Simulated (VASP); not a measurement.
```yaml
crystal:
  lattice:
    - [0.00000, 3.21948, 3.21948]
    - [3.21948, 0.00000, 3.21948]
    - [3.21948, 3.21948, 0.00000]
  atoms:
    - { symbol: Hf, position: [0.75000, 0.75000, 0.75000] }
    - { symbol: Hf, position: [0.50000, 0.50000, 0.50000] }
```

All values below come from r2SCAN meta-GGA, VASP's PBE PAW potentials (set 64) (plane waves; VASP 6.6.1). Settings: 400 eV cut-off, 9×9×9 Γ-centred mesh, first-order Methfessel-Paxton smearing of 0.10 eV, potentials Hf_pv.

Unless said otherwise, spin-orbit coupling is left out, though it shifts the bands of the heavy elements here.

Predict the energy per atom (σ→0), band gap (on the k-mesh) with the smallest direct gap where there is one.

```yaml
band gap (on the k-mesh): none (metal, semimetal or under 0.01 eV)
energy per atom (σ→0): -42.150 eV/atom
```

The structure was generated: Hf was put into the diamond type (Fd-3m), which need not be its known phase. It was relaxed first, which changed the volume by +5 %. The start is the result of an earlier pass.
